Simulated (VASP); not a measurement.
Input:

```
CELL_PARAMETERS angstrom
      3.88334     0.00000     0.00000
      0.00000     3.88334     0.00000
      0.00000     0.00000     4.82160
ATOMIC_POSITIONS crystal
  Sn 0.50000 0.00000 0.75600
  Sn 0.00000 0.50000 0.24400
  O  0.50000 0.50000 0.00000
  O  0.00000 0.00000 0.00000
```

All values below come from PBEsol GGA, VASP's PBE PAW potentials (set 64) (plane waves; VASP). Settings: 520 eV cut-off, 6×6×5 Γ-centred mesh, Gaussian smearing of 0.050 eV, potentials Sn_d O.

Without a dispersion term in the relaxation, distances and binding between the weakly bound layers, chains or molecules are unreliable, and so is what depends on them.

Q: The ions and cell shape at fixed volume are relaxed. What does this cell relax into?

A: 
```
CELL_PARAMETERS angstrom
      3.82889     0.00000     0.00000
      0.00000     3.82889     0.00000
      0.00000     0.00000     4.95970
ATOMIC_POSITIONS crystal
  Sn 0.50000 0.00000 0.76696
  Sn 0.00000 0.50000 0.23304
  O  0.50000 0.50000 0.00000
  O  0.00000 0.00000 0.00000
```
Space group P4/nmm (129), at a tolerance of 0.03 Å.

Q: How much energy does the relaxation gain?

A: The energy (σ→0) changes by -11.7 meV/atom, in 5 ionic steps.

```csv
step,E(σ→0) (eV),max force (eV/Å),pressure (GPa),volume (Å³)
1,-24.1503,0.717,-5.03,72.71
2,-24.1842,0.161,-3.05,72.71
3,-24.1870,0.053,-2.31,72.71
4,-24.1934,0.038,-2.00,72.71
5,-24.1972,0.005,-1.50,72.71
```

The compound is SnO in the litharge structure. This cell is one point of a volume scan, at 1.06 of the reference volume. Symmetry was kept, so distortions that lower it aren't found.
